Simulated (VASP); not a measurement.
An input for Ansatz (written as the equivalent of a VASP run, and not itself run):

Ansatz 0.2 input:
```yaml
crystal:
  lattice:
    - [2.6786757, 0.0000000, 0.0000000]
    - [0.0000000, 2.6786757, 0.0000000]
    - [0.0000000, 0.0000000, 2.6786757]
  atoms:
    - { symbol: Zn, position: [0.0000000, 0.0000000, 0.0000000] }
    - { symbol: O, position: [0.5000000, 0.5000000, 0.5000000] }
kpoints:
  mp_grid: { grid: [12, 12, 12] }
hamiltonian:
  xc: pbe
  pseudopotentials: { kind: paw }
scf:
  occupations: { method: methfessel_paxton, width: 0.1 }
  max_iter: 100
relax:
  max_steps: 60
  f_tol: 0.01
  cell: {}
output: { forces: true, stress: true, eigenvalues: true }
```

Translate this input to VASP (INCAR, KPOINTS, POSCAR, choice of POTCAR).

This is not unique; one that fits is 
**INCAR**
```
ALGO = Normal
NSW = 60
SIGMA = 0.1
PREC = Accurate
EDIFFG = -0.01   ! ionic stop
NELM = 100   ! most electronic steps
LREAL = .FALSE.
SYSTEM = ZnO
ISMEAR = 1   ! Methfessel-Paxton
LMAXMIX = 4   ! l cut-off of mixed one-centre charges
EDIFF = 1E-6   ! SCF stop (eV)
LASPH = .TRUE.   ! aspherical one-centre terms
LCHARG = .FALSE.
ISIF = 3   ! ions, shape and volume
GGA = PE   ! PBE
LWAVE = .FALSE.
IBRION = 2   ! conjugate gradients
ENCUT = 520   ! plane-wave cut-off (eV)
```

File KPOINTS:
```
Automatic mesh
0
Gamma
12 12 12
0 0 0
```

**POSCAR**
```
ZnO
1.0
  2.6786757180   0.0000000000   0.0000000000
  0.0000000000   2.6786757180   0.0000000000
  0.0000000000   0.0000000000   2.6786757180
Zn O
1 1
Cartesian
  0.0000000000   0.0000000000   0.0000000000
  1.3393378590   1.3393378590   1.3393378590
```

POTCAR, in this order: Zn O (PBE.64 set). Program: vasp_std.

Limits of the translation: each code has its own PAW files, so the cut-off isn't converted (ENCUT is set for VASP's; basis.ecutwfc is left out, and Ansatz then takes the one that its files recommend); Ansatz stops its SCF on the density residual and VASP on the energy change (EDIFF).

The structure was generated: ZnO was put into the CsCl type type (Pm-3m), which need not be its known phase. This run relaxes it. Symmetry was kept, so distortions that lower it aren't found. The start is the result of an earlier pass.
